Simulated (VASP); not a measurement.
Here is the system:

```yaml
crystal:
  lattice:
    - [0.00000, 2.62968, 2.62968]
    - [2.62968, 0.00000, 2.62968]
    - [2.62968, 2.62968, 0.00000]
  atoms:
    - { symbol: Co, position: [0.00000, 0.00000, 0.00000] }
    - { symbol: Si, position: [0.25000, 0.25000, 0.25000] }
    - { symbol: Si, position: [0.75000, 0.75000, 0.75000] }
```

Computed with r2SCAN meta-GGA, VASP's PBE PAW potentials (set 64) (plane waves; VASP). Run with 520 eV cut-off, 10×10×10 Γ-centred mesh, first-order Methfessel-Paxton smearing of 0.10 eV, potentials Co Si.

Task: What does the run give for the energy per atom (σ→0), pressure, band gap (on the k-mesh) with the smallest direct gap where there is one?

Result: 
band gap (on the k-mesh): none (metal, semimetal or under 0.01 eV)
energy per atom (σ→0): -10.663 eV/atom
pressure: 6.60 GPa

Total energies compare only between runs with the same potentials, cut-off and functional.

The compound is CoSi2 in the fluorite structure. This cell is one point of a volume scan, at 0.97 of the reference volume. The run is not spin-polarised, so no magnetic state was tried. The electron count is odd and the run is not spin-polarised, which forces a metal.
